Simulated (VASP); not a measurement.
All values below come from PBE GGA, VASP's PBE PAW potentials (set 64) (plane waves; VASP).

A VASP calculation is set up with these files.

**INCAR**
```
ALGO  =  Normal
EDIFF  =  1E-6
ENCUT  =  400
GGA  =  PE
ISIF  =  2
ISMEAR  =  2
LASPH  =  T
LCHARG  =  F
LMAXMIX  =  6
LREAL  =  F
LWAVE  =  F
NELM  =  100
PREC  =  Accurate
SIGMA  =  0.1
SYSTEM  =  AuAl2
```

File KPOINTS:
```
Regular mesh
0
gamma
8 8 8
```

### POSCAR
```
AuAl2
1
    0.0000000000     3.0600000000     3.0600000000
    3.0600000000     0.0000000000     3.0600000000
    3.0600000000     3.0600000000     0.0000000000
Al Au
2 1
Direct
  0.2500000000   0.2500000000   0.2500000000
  0.7500000000   0.7500000000   0.7500000000
  0.0000000000   0.0000000000   0.0000000000
```

POTCAR, in this order: Al Au (PBE.64 set). Program: vasp_std.

Q: What will the output report for the number of irreducible k-points (NKPTS), number of bands (NBANDS), largest plane-wave count, number of space-group operations, FFT grid (NGX, NGY, NGZ)?

A: 
```yaml
number of irreducible k-points (NKPTS): 29
number of bands (NBANDS): 12
largest_plane_wave_count: 1056
number_of_space_group_operations: 48
FFT grid (NGX, NGY, NGZ): 28 × 28 × 28
```

The compound is AuAl2 in the fluorite structure. The cell was not relaxed at this level. The run is one of a series of settings (ISMEAR = 2 against the base run), some of them coarse on purpose. The electron count is odd and the run is not spin-polarised, which forces a metal.
